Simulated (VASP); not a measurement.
Computed with PBE GGA, VASP's PBE PAW potentials (set 64) (plane waves; VASP 6.6.1).

VASP ran on this input.

### INCAR
```
! general
SYSTEM =Tl
PREC   =Accurate
ENCUT  =400
LREAL  =F
LASPH  =T

! electronic loop
EDIFF  =1E-6
NELM   =100
ALGO   =Normal
LMAXMIX=4

! smearing
ISMEAR =1
SIGMA  =0.1

! functional
GGA    =PE

! ions
IBRION =2
NSW    =60
ISIF   =3
EDIFFG =-0.01

! output
LWAVE  =F
LCHARG =F
```

KPOINTS:
```
Automatic
0
Gamma
 11 11 6
```

### POSCAR
```
Tl
1
    1.7857390323    -3.0929908459    -0.0000000000
    1.7857390323     3.0929908459    -0.0000000000
    0.0000000000     0.0000000000     5.6353517366
Tl
2
Direct
  0.3333330000   0.6666670000   0.2500000000
  0.6666670000   0.3333330000   0.7500000000
```

POTCAR, in this order: Tl_d (PBE.64 set). Program: vasp_std.

The run wrote:

**OUTCAR**
```
 ion  position               nearest neighbor table
   1  0.333  0.667  0.250-   2 3.49   2 3.49   2 3.49   2 3.49   2 3.49   2 3.49
   2  0.667  0.333  0.750-   1 3.49   1 3.49   1 3.49   1 3.49   1 3.49   1 3.49
  LATTYP: Found a hexagonal cell.
 ALAT       =     3.5714781624
 C/A-ratio  =     1.5778765767
 Subroutine PRICEL returns:
 Original cell was already a primitive cell.
 Subroutine GETGRP returns: Found 24 space group operations
The static configuration has the point symmetry D_3d.
 The point group associated with its full space group is D_6h.
The dynamic configuration has the point symmetry D_3d.
 Subroutine INISYM returns: Found 24 space group operations
 Subroutine IBZKPT returns following result:
 Found     64 irreducible k-points:

 Following reciprocal coordinates:
            Coordinates               Weight
  0.000000  0.000000  0.000000      1.000000
  0.090909 -0.000000  0.000000      6.000000
  0.181818  0.000000  0.000000      6.000000
  0.272727  0.000000  0.000000      6.000000
  0.363636  0.000000  0.000000      6.000000
  0.454545  0.000000  0.000000      6.000000
  0.090909  0.090909  0.000000      6.000000
...
```

### OSZICAR
```
       N       E                     dE             d eps       ncg     rms          rms(c)
DAV:   1     0.106937153485E+03    0.10694E+03   -0.12589E+04  2224   0.116E+03
DAV:   2    -0.281503077700E+01   -0.10975E+03   -0.10867E+03  2361   0.256E+02
DAV:   3    -0.449026480399E+01   -0.16752E+01   -0.16596E+01  2513   0.288E+01
DAV:   4    -0.450022615490E+01   -0.99614E-02   -0.99604E-02  2478   0.235E+00
DAV:   5    -0.450035219174E+01   -0.12604E-03   -0.12604E-03  2462   0.256E-01    0.236E+00
DAV:   6    -0.446421556714E+01    0.36137E-01   -0.72685E-02  2323   0.222E+00    0.169E+00
DAV:   7    -0.445815978355E+01    0.60558E-02   -0.29979E-02  2262   0.142E+00    0.652E-01
DAV:   8    -0.445781123769E+01    0.34855E-03   -0.18655E-03  2250   0.351E-01    0.335E-02
DAV:   9    -0.445781805146E+01   -0.68138E-05   -0.13600E-05  2618   0.340E-02    0.117E-02
DAV:  10    -0.445782421437E+01   -0.61629E-05   -0.58828E-06  1764   0.219E-02    0.127E-03
DAV:  11    -0.445782438415E+01   -0.16979E-06   -0.32540E-07  1194   0.542E-03
   1 F= -.44578244E+01 E0= -.44572994E+01  d E =-.445782E+01
       N       E                     dE             d eps       ncg     rms          rms(c)
DAV:   1    -0.446691195358E+01   -0.90877E-02   -0.16984E-01  2179   0.365E+00    0.543E-01
DAV:   2    -0.445923812575E+01    0.76738E-02   -0.16650E-02  2181   0.107E+00    0.173E-01
DAV:   3    -0.445817417992E+01    0.10639E-02   -0.35371E-03  2225   0.509E-01    0.131E-01
DAV:   4    -0.445811378326E+01    0.60397E-04   -0.15801E-04  2212   0.777E-02    0.126E-02
DAV:   5    -0.445810930449E+01    0.44788E-05   -0.42678E-05  2278   0.553E-02    0.840E-03
DAV:   6    -0.445810874690E+01    0.55759E-06   -0.14007E-06  1300   0.998E-03
   2 F= -.44581087E+01 E0= -.44575488E+01  d E =-.284363E-03
       N       E                     dE             d eps       ncg     rms          rms(c)
DAV:   1    -0.445879336538E+01   -0.68406E-03   -0.12744E-02  2178   0.998E-01    0.148E-01
DAV:   2    -0.445821910182E+01    0.57426E-03   -0.12611E-03  2181   0.294E-01    0.472E-02
DAV:   3    -0.445813892294E+01    0.80179E-04   -0.26558E-04  2209   0.140E-01    0.354E-02
DAV:   4    -0.445813162251E+01    0.73004E-05   -0.12166E-05  2059   0.215E-02    0.369E-03
DAV:   5    -0.445813143294E+01    0.18957E-06   -0.29932E-06  1588   0.148E-02
   3 F= -.44581314E+01 E0= -.44575618E+01  d E =-.307049E-03
       N       E                     dE             d eps       ncg     rms          rms(c)
DAV:   1    -0.445815355420E+01   -0.21932E-04   -0.40723E-04  2183   0.178E-01    0.260E-02
DAV:   2    -0.445813627764E+01    0.17277E-04   -0.39210E-05  2181   0.518E-02    0.832E-03
DAV:   3    -0.445813364901E+01    0.26286E-05   -0.82964E-06  2130   0.246E-02    0.628E-03
DAV:   4    -0.445813285675E+01    0.79226E-06   -0.36692E-07  1097   0.383E-03
   4 F= -.44581329E+01 E0= -.44575615E+01  d E =-.308473E-03
       N       E                     dE             d eps       ncg     rms          rms(c)
DAV:   1    -0.445821644364E+01   -0.82795E-04   -0.15748E-03  2180   0.351E-01    0.521E-02
DAV:   2    -0.445814571011E+01    0.70734E-04   -0.15765E-04  2179   0.104E-01    0.166E-02
DAV:   3    -0.445813555026E+01    0.10160E-04   -0.33097E-05  2211   0.492E-02    0.126E-02
DAV:   4    -0.445813376310E+01    0.17872E-05   -0.15231E-06  1682   0.759E-03    0.133E-03
DAV:   5    -0.445813379088E+01   -0.27784E-07   -0.34757E-07  1091   0.513E-03
   5 F= -.44581338E+01 E0= -.44575590E+01  d E =-.309407E-03
       N       E                     dE             d eps       ncg     rms          rms(c)
DAV:   1    -0.445814089123E+01   -0.71281E-05   -0.13546E-04  2179   0.103E-01    0.155E-02
DAV:   2    -0.445813420955E+01    0.66817E-05   -0.13708E-05  2175   0.306E-02    0.490E-03
DAV:   3    -0.445813344397E+01    0.76557E-06   -0.27568E-06  1459   0.145E-02
   6 F= -.44581334E+01 E0= -.44575596E+01  d E =-.309060E-03
       N       E                     dE             d eps       ncg     rms          rms(c)
DAV:   1    -0.445814406555E+01   -0.98560E-05   -0.19897E-04  2180   0.124E-01    0.185E-02
DAV:   2    -0.445813424347E+01    0.98221E-05   -0.20154E-05  2179   0.371E-02    0.587E-03
DAV:   3    -0.445813309694E+01    0.11465E-05   -0.41612E-06  1715   0.177E-02    0.441E-03
DAV:   4    -0.445813358109E+01   -0.48415E-06   -0.35055E-07  1091   0.363E-03
   7 F= -.44581336E+01 E0= -.44575610E+01  d E =-.309197E-03
       N       E                     dE             d eps       ncg     rms          rms(c)
DAV:   1    -0.445835617900E+01   -0.22308E-03   -0.85683E-03  2220   0.718E-01    0.608E-02
DAV:   2    -0.445822893994E+01    0.12724E-03   -0.79207E-05  2221   0.985E-02    0.371E-02
DAV:   3    -0.445816199895E+01    0.66941E-04   -0.12611E-04  2252   0.115E-01    0.415E-03
DAV:   4    -0.445816230447E+01   -0.30553E-06   -0.69894E-06  2239   0.240E-02
   8 F= -.44581623E+01 E0= -.44575656E+01  d E =-.287234E-04
```

### OUTCAR
```
------------------------ aborting loop because EDIFF is reached ----------------------------------------
  FORCE on cell =-STRESS in cart. coord.  units (eV):
  Direction    XX          YY          ZZ          XY          YZ          ZX
  --------------------------------------------------------------------------------------
  Total        0.0081140      0.0081140     -0.0199814      0.0000000      0.0000000     -0.0000000
  in kB        0.2073177      0.2073177     -0.5105391      0.0000000      0.0000000     -0.0000000
  external PRESSURE =      -0.0319679 kB  Pullay stress =       0.0000000 kB
  volume of cell :       62.71
      direct lattice vectors                 reciprocal lattice vectors
     1.791670371 -3.103264226  0.000000000     0.279069191 -0.161120666 -0.000000000
     1.791670371  3.103264226  0.000000000     0.279069191  0.161120666  0.000000000
     0.000000000 -0.000000000  5.638973339    -0.000000000  0.000000000  0.177337246
 POSITION                                       TOTAL-FORCE (eV/Angst)
 -----------------------------------------------------------------------------------
      1.79167      1.03442      1.40974        -0.000000     -0.000000      0.000000
      1.79167     -1.03442      4.22923         0.000000      0.000000      0.000000
 -----------------------------------------------------------------------------------
    total drift:                               -0.000000      0.000478      0.000009
  FREE ENERGIE OF THE ION-ELECTRON SYSTEM (eV)
  ---------------------------------------------------
  free  energy   TOTEN  =        -4.4581623045 eV

  energy  without entropy=       -4.4563721656  energy(sigma->0) =       -4.45756559

 reached required accuracy - stopping structural energy minimisation
```
(Selected blocks of OUTCAR.)

**CONTCAR**
```
Tl
   1.00000000000000
     1.7916703705185644   -3.1032642261769228    0.0000000000000000
     1.7916703705185644    3.1032642261769228    0.0000000000000000
     0.0000000000000000   -0.0000000000000000    5.6389733388982588
  Tl
     2
Direct
     0.3333330000000032    0.6666669999999968    0.2500000000000000
     0.6666669999999968    0.3333330000000032    0.7500000000000000
```

The compound is Tl in the hcp structure. This run relaxes it. Symmetry was kept, so distortions that lower it aren't found. The start is the result of an earlier pass.
